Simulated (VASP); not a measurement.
Input of a VASP 6.6.1 run:

The input run.py:

```python
from ase.calculators.vasp import Vasp
from ase.eos import EquationOfState
from ase.io import Trajectory
from ase.io import read
from ase.units import GPa

atoms = read('EuMg2Fe.cif')
atoms.set_initial_magnetic_moments([7.0, 3.0, 0.0, 0.0])
calc = Vasp(
    directory='calc',
    xc='pbe',
    pp='PBE',
    setups='recommended',
    prec='Accurate',
    encut=520,
    ediff=1e-07,
    ismear=1,
    sigma=0.1,
    lreal=False,
    lasph=True,
    nelm=100,
    algo='Normal',
    isif=2,
    lwave=False,
    lcharg=False,
    ispin=2,
    lorbit=11,
    lmaxmix=6,
    ivdw=12,
    kpts=[6, 6, 5],
    gamma=True,
)
atoms.calc = calc
cell = atoms.cell.copy()
volumes, energies = [], []
traj = Trajectory('eos.traj', 'w')
for x in [0.94, 0.96, 0.98, 1.0, 1.02, 1.04, 1.06]:
    atoms.set_cell(cell * x ** (1 / 3), scale_atoms=True)
    volumes.append(atoms.get_volume())
    energies.append(atoms.get_potential_energy())
    traj.write(atoms)
    print(f'{x:5.2f} {volumes[-1]:12.5f} {energies[-1]:14.6f}')

v0, e0, B = EquationOfState(volumes, energies, eos='vinet').fit()
print(f'V0 = {v0:.4f} A^3, E0 = {e0:.6f} eV, B = {B / GPa:.2f} GPa')
```

File EuMg2Fe.cif:

```cif
data_EuMg2Fe
_cell_length_a 4.84176569
_cell_length_b 4.84176569
_cell_length_c 5.13784100
_cell_angle_alpha 90.00000000
_cell_angle_beta 90.00000000
_cell_angle_gamma 120.00000000
_space_group_name_H-M_alt 'P1'
_space_group_name_Hall 'P 1'
_space_group_IT_number 1
loop_
_space_group_symop_operation_xyz
'x,y,z'
loop_
_atom_site_label
_atom_site_type_symbol
_atom_site_symmetry_multiplicity
_atom_site_Wyckoff_symbol
_atom_site_fract_x
_atom_site_fract_y
_atom_site_fract_z
_atom_site_occupancy
Eu1 Eu 1 a 0.0000000000 0.0000000000 0.5000000000 1
Fe1 Fe 1 a 0.0000000000 0.0000000000 0.0000000000 1
Mg1 Mg 1 a 0.3333333333 0.6666666667 0.0215600000 1
Mg2 Mg 1 a 0.6666666667 0.3333333333 0.9784400000 1
```

Potentials or basis: VASP PAW PBE potentials, release 64 (Eu_2, Fe, Mg), 4f in core.

Run with:

```sh
$ python run.py
```

Task: What does it give for the bulk modulus at fixed shape and positions?

Result: 26 GPa (rough).

Task: What does it give for the equilibrium volume?

Result: 24.99 Å³/atom (rough: see the caveat).

Energy against volume, from the lowest point:
| volume (Å³/atom) | energy (meV/atom) |
| --- | --- |
| 24.512 | 0.55 |
| 25.034 | 0.00 |
| 25.556 | 0.84 |
| 26.077 | 3.62 |
| 26.599 | 8.24 |
| 27.120 | 14.51 |
| 27.642 | 22.32 |

Caveat: the fit is doubtful: noisy points or a state that changes with volume; the cell was scaled at fixed shape and fractional positions, which overstates the stiffness of a crystal with free parameters, most of all of layers and chains. The state reached can hang on the start; a lower one may exist.
